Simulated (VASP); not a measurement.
**BiTe: single point with RPBE**

BiTe:

```xyz
2
Lattice="0.0000 3.2350 3.2350 3.2350 0.0000 3.2350 3.2350 3.2350 0.0000" Properties=species:S:1:pos:R:3 pbc="T T T"
Bi    0.0000    0.0000    0.0000
Te    3.2350    3.2350    3.2350
```

```
Program             : VASP 6.6.1
Task                : single point
Functional          : RPBE
Potentials or basis : VASP PAW PBE potentials, release 64 (Bi_d, Te)
Cutoff              : 520 eV
k mesh              : 7 × 7 × 7
Occupations         : gaussian, width 0.1 eV
Spin                : no spin polarisation
```

```yaml
Pressure: 2.2 GPa
Band_gap_on_the_k_mesh: none (metal or under the smearing width)
```

Levels at points of the mesh, in eV from the Fermi level:
```
           k point  band 6  band 7  band 8  band 9  band 10  band 11  band 12  band 13  band 14
(0.00, 0.00, 0.00)  -13.56   -8.15   -2.61   -2.61    -2.61     2.12     2.12     2.12     4.62
```

It took 9.3 s on 1 thread of Intel(R) Xeon(R) 6975P-C (Granite Rapids), on a shared host, peak memory 0.21 GiB.

Caveat: the PAW data sets were made with another functional, which shifts forces and pressure a little; spin-orbit coupling is left out, which moves the levels of the heavy elements.
